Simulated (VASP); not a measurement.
A cell of SnO (litharge) near equilibrium:

```
CELL_PARAMETERS angstrom
      3.80969     0.00000     0.00000
      0.00000     3.80969     0.00000
      0.00000     0.00000     4.91630
ATOMIC_POSITIONS crystal
  Sn 0.50000 0.00000 0.76542
  Sn 0.00000 0.50000 0.23458
  O  0.50000 0.50000 0.00000
  O  0.00000 0.00000 0.00000
```

Calculation: r2SCAN meta-GGA, VASP's PBE PAW potentials (set 64) (plane waves; VASP).

Unless said otherwise, spin-orbit coupling is left out, though it shifts the bands of the heavy elements here.

| run | ΔE (meV/atom) | σxx | σyy | σzz | largest shear component, with its sign (GPa) | largest force (eV/Å) | gap (eV) |
|---|---|---|---|---|---|---|---|
| as it is | 0.0 | 0.10 | 0.10 | -0.09 | 0.00 | 0.009 | 0.30 |
| after one change | 16.7 | -2.31 | -2.31 | -4.65 | 0.00 | 1.263 | 0.00 |
Stress is in GPa, positive when the cell is compressed; gaps are those on the k-mesh, and 0.00 means metallic.

Question: Name the change that produced these shifts.
A) isotropic strain of -1.5 %
B) uniaxial strain of -1.0 % along z with the ions relaxed
C) atom 2 (Sn) moved by 0.100 Å along z

Answer: C, atom 2 (Sn) moved by 0.100 Å along z

The compound is SnO in the litharge structure.
